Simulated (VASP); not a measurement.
Here is the system:

```yaml
crystal:
  lattice:
    - [0.00000, 2.00575, 2.00575]
    - [2.00575, 0.00000, 2.00575]
    - [2.00575, 2.00575, 0.00000]
  atoms:
    - { symbol: Mg, position: [0.00000, 0.00000, 0.00000] }
    - { symbol: O, position: [0.50000, 0.50000, 0.50000] }
```

These are r2SCAN meta-GGA, VASP's PBE PAW potentials (set 64) (plane waves; VASP 6.6.1) values and carry that method's errors. Run with 620 eV cut-off, 11×11×11 Γ-centred mesh, Gaussian smearing of 0.050 eV, potentials Mg O.

Predict the energy per atom (σ→0), pressure, band gap (on the k-mesh) with the smallest direct gap where there is one.

```json
{
  "band gap (on the k-mesh)": "7.23 eV",
  "smallest direct gap (on the k-mesh)": "7.23 eV",
  "energy per atom (σ→0)": "-7.984 eV/atom",
  "pressure": "29.97 GPa"
}
```

Only differences to runs with the same potentials and settings are physical.

The compound is MgO in the rock salt structure. It was relaxed first under an external pressure of 30 GPa.
